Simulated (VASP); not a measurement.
Here is the system:

```
LiH
1.0
    0.00000     2.02739     2.02739
    2.02739     0.00000     2.02739
    2.02739     2.02739     0.00000
Li H
1 1
Cartesian
  0.00000   0.00000   0.00000
  2.02739   2.02739   2.02739
```

These are revPBE GGA, VASP's PBE PAW potentials (set 64) (plane waves; VASP) values and carry that method's errors. Settings: 520 eV cut-off, Gaussian smearing of 0.050 eV, potentials Li_sv H.

Q: Predict the band gap (along the path) with the smallest direct gap where there is one.

A: 
- band gap (along the path) = 3.14 eV
- smallest direct gap (along the path) = 3.14 eV

The absolute energy has meaning only against runs of the same code, potentials and settings.

The compound is LiH in the rock salt structure. It was relaxed first.
